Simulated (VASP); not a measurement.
Input:

```
CELL_PARAMETERS angstrom
      0.00000     3.27262     3.27262
      3.27262     0.00000     3.27262
      3.27262     3.27262     0.00000
ATOMIC_POSITIONS crystal
  Hg 0.00000 0.00000 0.00000
  Te 0.25000 0.25000 0.25000
```

Calculation: vdW-DF-cx, VASP's PBE PAW potentials (set 64) (plane waves; VASP 6.6.1). Run with 520 eV cut-off, Gaussian smearing of 0.050 eV, potentials Hg Te.

**Question.** Give the energies of bands 2 to 12 at the high-symmetry points, in eV from the Fermi level.

**Answer.** 
| band | Γ | X | U | L | W |
|---|---|---|---|---|---|
| 2 | -7.13 | -6.96 | -6.95 | -7.02 | -6.92 |
| 3 | -7.13 | -6.82 | -6.87 | -7.02 | -6.89 |
| 4 | -7.13 | -6.82 | -6.75 | -6.63 | -6.69 |
| 5 | -6.65 | -6.59 | -6.62 | -6.63 | -6.68 |
| 6 | -6.65 | -6.24 | -6.16 | -6.37 | -6.10 |
| 7 | -0.90 | -5.25 | -5.28 | -5.28 | -5.33 |
| 8 | 0.00 | -2.13 | -2.75 | -0.92 | -2.49 |
| 9 | 0.00 | -2.13 | -1.77 | -0.92 | -2.41 |
| 10 | 0.00 | 1.85 | 2.19 | 0.64 | 2.98 |
| 11 | 4.26 | 2.51 | 3.97 | 5.02 | 4.60 |
| 12 | 4.26 | 8.02 | 6.95 | 5.02 | 5.21 |

It has no gap at this level: it comes out as a metal or semimetal.

The compound is HgTe in the zinc blende structure. It was relaxed first.
